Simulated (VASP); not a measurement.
Here is the system:

```xyz
5
Lattice="4.0256 0.0000 0.0000 0.0000 4.0256 0.0000 0.0000 0.0000 4.0256" Properties=species:S:1:pos:R:3 pbc="T T T"
K      0.0000     0.0000     0.0000
Mg     2.0128     2.0128     2.0128
F      2.0128     0.0000     2.0128
F      0.0000     2.0128     2.0128
F      2.0128     2.0128     0.0000
```

Computed with PBE GGA with D4 dispersion, VASP's PBE PAW potentials (set 64) (plane waves; VASP). Run with 520 eV cut-off, 6×6×6 Γ-centred mesh, tetrahedra with Blöchl corrections, potentials K_sv Mg F.

### Question
What does the run give for the energy per atom (σ→0), band gap (on the k-mesh) with the smallest direct gap where there is one?

### Answer

| Item | Result |
|---|---|
| band gap (on the k-mesh) | 7.08 eV |
| smallest direct gap (on the k-mesh) | 7.40 eV |
| energy per atom (σ→0) | -4.975 eV/atom |

Total energies compare only between runs with the same potentials, cut-off and functional.

The compound is KMgF3 in the cubic perovskite structure. It was relaxed first.
